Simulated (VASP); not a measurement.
# Ca3ZnSe4 (P-43m) in VASP: optical spectrum with PBEsol+rVV10

Aim: the optical spectrum of Ca3ZnSe4 with PBEsol+rVV10.

Everything below comes from runs of VASP 6.6.1. Logs are shortened: lines on timing, memory, paths and dates and some standing lists are left out, and cuts for length are marked.

**1. The crystal as given**

Symmetry: P-43m, No. 215, cubic system. Conventional cell: a = 6.382 Å, b = 6.382 Å, c = 6.382 Å, α = 90.00°, β = 90.00°, γ = 90.00°. Se (site symmetry 3m) is surrounded by 1 Zn at 2.54 Å and 3 Ca at 2.84 Å. Zn (site symmetry -43m) is surrounded by 4 Se at 2.54 Å. Ca (site symmetry -42m) is surrounded by 4 Se at 2.84 Å.

The cell comes from a database or a generator and needn't be the stable form of this composition.

**2. Optical spectrum, PBEsol+rVV10**

Input file INCAR:

```
  PREC = Accurate
  ENCUT = 520
  EDIFF = 1E-6
  ISMEAR = 0
  SIGMA = 0.01
  LREAL = False
  LASPH = True
  NELM = 80
  ALGO = Fast
  ISIF = 2
  LWAVE = False
  LCHARG = False
  GGA = PS
  LUSE_VDW = True
  IVDW_NL = 2
  BPARAM = 20.0
  CPARAM = 0.0093
  LOPTICS = True
  NBANDS = 57
  NEDOS = 1000
  CSHIFT = 0.1
```

Input file KPOINTS:

```
regular mesh
0
Gamma
  4 4 4
```

Input file POSCAR:

```
Ca3ZnSe4
1.0
    6.3818350000      0.0000000000      0.0000000000
    0.0000000000      6.3818350000      0.0000000000
    0.0000000000      0.0000000000      6.3818350000
Se Zn Ca
4 1 3
Direct
    0.2300930000      0.2300930000      0.2300930000
    0.2300930000      0.7699070000      0.7699070000
    0.7699070000      0.2300930000      0.7699070000
    0.7699070000      0.7699070000      0.2300930000
    0.0000000000      0.0000000000      0.0000000000
    0.5000000000      0.0000000000      0.5000000000
    0.5000000000      0.5000000000      0.0000000000
    0.0000000000      0.5000000000      0.5000000000
```

Potentials or basis: VASP PAW PBE potentials, release 64 (Se, Zn, Ca_sv).

Run with:

```
$ cat potpaw_PBE.64/Se/POTCAR potpaw_PBE.64/Zn/POTCAR potpaw_PBE.64/Ca_sv/POTCAR > POTCAR
$ mpirun -np 1 vasp_std > vasp.out
```

OUTCAR:

```text
PREC = Accurate
   ENCUT = 520
   EDIFF = 1E-6
   ISMEAR = 0
   LREAL = False
   LASPH = True
   NELM = 80
   ISIF = 2
   GGA = PS
   IVDW_NL = 2
   BPARAM = 20.0

 ion  position               nearest neighbor table
   1  0.230  0.230  0.230-   5 2.54   6 2.84   7 2.84   8 2.84
   2  0.230  0.770  0.770-   5 2.54   6 2.84   7 2.84   8 2.84
   3  0.770  0.230  0.770-   5 2.54   6 2.84   7 2.84   8 2.84
   4  0.770  0.770  0.230-   5 2.54   6 2.84   7 2.84   8 2.84
   5  0.000  0.000  0.000-   1 2.54   2 2.54   3 2.54   4 2.54
   6  0.500  0.000  0.500-   1 2.84   2 2.84   3 2.84   4 2.84
   7  0.500  0.500  0.000-   1 2.84   2 2.84   3 2.84   4 2.84
   8  0.000  0.500  0.500-   1 2.84   2 2.84   3 2.84   4 2.84

  LATTYP: Found a simple cubic cell.
 ALAT       =     6.3818350000

  Lattice vectors:

 A1 = (   6.3818350000,   0.0000000000,   0.0000000000)
 A2 = (   0.0000000000,   6.3818350000,   0.0000000000)
 A3 = (   0.0000000000,   0.0000000000,   6.3818350000)

Analysis of symmetry for initial positions (statically):
=====================================================================
 Subroutine PRICEL returns:
 Original cell was already a primitive cell.

 Routine SETGRP: Setting up the symmetry group for a
 simple cubic supercell.

 Subroutine GETGRP returns: Found 24 space group operations
 (whereof 24 operations were pure point group operations)
 out of a pool of 48 trial point group operations.

The static configuration has the point symmetry T_d .

Analysis of symmetry for dynamics (positions and initial velocities):
=====================================================================
 Subroutine PRICEL returns:
 Original cell was already a primitive cell.

 Routine SETGRP: Setting up the symmetry group for a
 simple cubic supercell.

 Subroutine GETGRP returns: Found 24 space group operations
 (whereof 24 operations were pure point group operations)
 out of a pool of 48 trial point group operations.

The dynamic configuration has the point symmetry T_d .

 Subroutine INISYM returns: Found 24 space group operations
 (whereof 24 operations are pure point group operations),
 and found     1 'primitive' translations

----------------------------------------------------------------------------------------

                                     Primitive cell

  volume of cell :     259.9182

  direct lattice vectors                    reciprocal lattice vectors
     6.381835000  0.000000000  0.000000000     0.156694744  0.000000000  0.000000000
     0.000000000  6.381835000  0.000000000     0.000000000  0.156694744  0.000000000
     0.000000000  0.000000000  6.381835000     0.000000000  0.000000000  0.156694744

  length of vectors
     6.381835000  6.381835000  6.381835000     0.156694744  0.156694744  0.156694744

  position of ions in fractional coordinates (direct lattice)
     0.230093000  0.230093000  0.230093000
     0.230093000  0.769907000  0.769907000
     0.769907000  0.230093000  0.769907000
     0.769907000  0.769907000  0.230093000
     0.000000000  0.000000000  0.000000000
     0.500000000  0.000000000  0.500000000
     0.500000000  0.500000000  0.000000000
     0.000000000  0.500000000  0.500000000

  ion indices of the primitive-cell ions
   primitive index   ion index
                 1           1
                 2           2
                 3           3
                 4           4
                 5           5
[... 90 lines left out ...]
   IVDW    =     0    specifies the selected vdW correction
   LEPSILON=     F    determine dielectric tensor
   LRPA    =     F    only Hartree local field effects (RPA)
 non-spin polarized calculation
 RMM-DIIS sequential band-by-band and
 Gauss-broadening in eV      SIGMA  =   0.01
  energy-cutoff  :      520.00
  volume of cell :      259.92
 maximum number of plane-waves:      7088
 NGX is ok and might be reduce to    48
   NGX = 23   NGY = 23   NGZ = 23

 number of electron      66.0000013 magnetization

 Free energy of the ion-electron system (eV)
  ---------------------------------------------------
  ext. energy  EPLUGINS =         0.00000000
  ---------------------------------------------------
  free energy    TOTEN  =       -33.62149643 eV

  energy without entropy =      -33.62149643  energy(sigma->0) =      -33.62149643

 E-fermi :  -0.0230     XC(G=0):  -8.1190

 val. band max:       -0.0875500413   @ k =   0.5000   0.0000   0.0000
 cond. band min:       1.8216523074   @ k =   0.0000   0.0000   0.0000
 fundamental gap:      1.9092023488
 Fermi energy:        -0.0230360659

 k-point     1 :       0.0000    0.0000    0.0000
  band No.  band energies     occupation
      1     -39.2225      2.00000
      2     -39.2199      2.00000
      3     -39.2199      2.00000
      4     -20.3953      2.00000
      5     -20.3953      2.00000
      6     -20.3953      2.00000
[... 469 lines left out ...]
     44       5.3275      0.00000
     45       5.5770      0.00000
 [bands above 45 left out]

------------------------ aborting loop because EDIFF is reached ----------------------------------------

  FORCE on cell =-STRESS in cart. coord.  units (eV):
  Direction    XX          YY          ZZ          XY          YZ          ZX
  --------------------------------------------------------------------------------------
  -------------------------------------------------------------------------------------
  Total       -2.9284636     -2.9284636     -2.9284636      0.0000000     -0.0000000      0.0000000
  in kB      -18.0515169    -18.0515169    -18.0515169      0.0000000     -0.0000000      0.0000000
  external PRESSURE =     -18.0515169 kB  Pullay stress =       0.0000000 kB

 VOLUME and BASIS-vectors are now :
 -----------------------------------------------------------------------------
  energy-cutoff  :      520.00
  volume of cell :      259.92
      direct lattice vectors                 reciprocal lattice vectors
     6.381835000  0.000000000  0.000000000     0.156694744  0.000000000  0.000000000
     0.000000000  6.381835000  0.000000000     0.000000000  0.156694744  0.000000000
     0.000000000  0.000000000  6.381835000     0.000000000  0.000000000  0.156694744

 POSITION                                       TOTAL-FORCE (eV/Angst)
 -----------------------------------------------------------------------------------
      1.46842      1.46842      1.46842        -0.072551     -0.072551     -0.072551
      1.46842      4.91342      4.91342        -0.072551      0.072551      0.072551
      4.91342      1.46842      4.91342         0.072551     -0.072551      0.072551
      4.91342      4.91342      1.46842         0.072551      0.072551     -0.072551
      0.00000      0.00000      0.00000         0.000000      0.000000      0.000000
      3.19092      0.00000      3.19092         0.000000      0.000000     -0.000000
      3.19092      3.19092      0.00000         0.000000      0.000000      0.000000
      0.00000      3.19092      3.19092         0.000000      0.000000     -0.000000
 -----------------------------------------------------------------------------------
    total drift:                                0.000000      0.000000      0.000000

  FREE ENERGIE OF THE ION-ELECTRON SYSTEM (eV)
  ---------------------------------------------------
  free  energy   TOTEN  =       -33.6214964342 eV

  energy  without entropy=      -33.6214964342  energy(sigma->0) =      -33.62149643

 electrical conductivity sigma (Mega S m-1) (frequency dependency in vasprun.xml)
  --------------------------------------------------------------------------------------
       0.000      -0.000      -0.000
      -0.000       0.000       0.000
      -0.000       0.000       0.000

  frequency dependent IMAGINARY DIELECTRIC FUNCTION (independent particle, no local field effects) density-density
     E(ev)      X         Y         Z        XY        YZ        ZX
  --------------------------------------------------------------------------------------------------------------
     0.00000     0.00000     0.00000     0.00000     0.00000     0.00000     0.00000
     0.57722     0.02458     0.02458     0.02458     0.00000    -0.00000     0.00000
     1.15445     0.06223     0.06223     0.06223     0.00000    -0.00000     0.00000
     1.73167     0.24628     0.24628     0.24628     0.00000    -0.00000     0.00000
     2.30889     0.39304     0.39304     0.39304     0.00000    -0.00000     0.00000
     2.88612     1.98246     1.98246     1.98246    -0.00000    -0.00000     0.00000
[... 92 lines left out ...]
    56.56789     0.00024     0.00024     0.00024    -0.00000     0.00000    -0.00000
    57.14512     0.00023     0.00023     0.00023    -0.00000     0.00000    -0.00000

  frequency dependent      REAL DIELECTRIC FUNCTION (independent particle, no local field effects) density-density
     E(ev)        X           Y           Z          XY          YZ          ZX
  --------------------------------------------------------------------------------------------------------------
     0.00000     4.88053     4.88053     4.88053     0.00000    -0.00000    -0.00000
     0.57722     4.94900     4.94900     4.94900    -0.00000     0.00000    -0.00000
     1.15445     5.18559     5.18559     5.18559    -0.00000     0.00000    -0.00000
     1.73167     5.81664     5.81664     5.81664    -0.00000     0.00000    -0.00000
     2.30889     6.20383     6.20383     6.20383    -0.00000     0.00000    -0.00000
     2.88612     6.97508     6.97508     6.97508    -0.00000    -0.00000    -0.00000
[... 92 lines left out ...]
    56.56789     0.93945     0.93945     0.93945    -0.00000    -0.00000    -0.00000
    57.14512     0.94081     0.94081     0.94081    -0.00000    -0.00000    -0.00000

  frequency dependent IMAGINARY DIELECTRIC FUNCTION (independent particle, no local field effects) current-current
     E(ev)      X         Y         Z        XY        YZ        ZX
  --------------------------------------------------------------------------------------------------------------
     0.00000    13.45018    13.45018    13.45018    -0.00000     0.00000    -0.00000
     0.57722     1.39292     1.39292     1.39292    -0.00000     0.00000    -0.00000
     1.15445     0.78756     0.78756     0.78756    -0.00000     0.00000    -0.00000
     1.73167     0.80407     0.80407     0.80407    -0.00000     0.00000    -0.00000
     2.30889     0.84541     0.84541     0.84541    -0.00000     0.00000    -0.00000
     2.88612     2.39959     2.39959     2.39959     0.00000     0.00000     0.00000
[... 92 lines left out ...]
    56.56789     0.00003     0.00003     0.00003     0.00000    -0.00000    -0.00000
    57.14512     0.00002     0.00002     0.00002     0.00000    -0.00000    -0.00000

  frequency dependent      REAL DIELECTRIC FUNCTION (independent particle, no local field effects) current-current
     E(ev)        X           Y           Z          XY          YZ          ZX
  --------------------------------------------------------------------------------------------------------------
     0.00000     4.87320     4.87320     4.87320     0.00000     0.00000     0.00000
     0.57722     4.94056     4.94056     4.94056     0.00000     0.00000     0.00000
     1.15445     5.17524     5.17524     5.17524     0.00000     0.00000     0.00000
     1.73167     5.79045     5.79045     5.79045     0.00000     0.00000     0.00000
     2.30889     6.16924     6.16924     6.16924     0.00000     0.00000     0.00000
     2.88612     6.82950     6.82950     6.82950     0.00000     0.00000     0.00000
[... 92 lines left out ...]
    56.56789     0.93946     0.93946     0.93946    -0.00000    -0.00000    -0.00000
    57.14512     0.94082     0.94082     0.94082    -0.00000    -0.00000    -0.00000
```

Wall time 4.8 min (1 thread of AMD EPYC 9R45 (Zen 5), shared host); peak memory 0.76 GiB.

Results:

```
Free energy            : -33.6215 eV
Pressure               : -1.8 GPa
Largest force          : 0.126 eV/Å
Band gap on the k mesh : 1.91 eV, indirect (least direct gap 1.97 eV)
```

Forces on the atoms (eV/Å):
```
Se  -0.073 -0.073 -0.073
Se  -0.073  0.073  0.073
Se   0.073 -0.073  0.073
Se   0.073  0.073 -0.073
Zn   0.000  0.000  0.000
Ca   0.000  0.000  0.000
Ca   0.000  0.000  0.000
Ca   0.000  0.000  0.000
```

Levels at points of the mesh, in eV from the valence-band top:
| k point | band 30 | band 31 | band 32 | band 33 | band 34 | band 35 | band 36 | band 37 |
| --- | --- | --- | --- | --- | --- | --- | --- | --- |
| (0.00, 0.00, 0.00) | -0.16 | -0.06 | -0.06 | -0.06 | 1.91 | 3.36 | 3.36 | 3.36 |
| (0.50, 0.00, 0.00) | -0.20 | -0.20 | 0.00 | 0.00 | 3.70 | 3.73 | 3.74 | 3.74 |
| (0.50, 0.50, 0.00) | -0.14 | -0.13 | -0.13 | -0.04 | 3.69 | 4.06 | 4.31 | 4.31 |
| (0.50, 0.50, 0.50) | -0.14 | -0.09 | -0.09 | -0.09 | 2.66 | 4.70 | 4.70 | 4.70 |

Dielectric function (mean over the directions given):
```csv
energy (eV),real part,imaginary part
0.29,4.90,0.01
1.27,5.26,0.07
2.31,6.20,0.39
3.35,7.30,2.54
4.39,7.24,7.02
5.43,1.37,8.31
6.46,-1.15,4.73
7.50,-0.94,2.60
8.54,-1.97,2.82
9.58,-1.36,0.81
10.62,-0.56,0.20
11.66,-0.14,0.09
12.70,0.19,0.05
13.74,0.36,0.06
14.78,0.51,0.05
15.82,0.59,0.07
16.85,0.68,0.02
17.89,0.76,0.02
18.93,0.83,0.02
19.97,0.91,0.01
```

Caveat: spectra need much finer meshes, so this one isn't converged; independent-particle spectra lack excitons; the PAW data sets were made with another functional, which shifts forces and pressure a little.
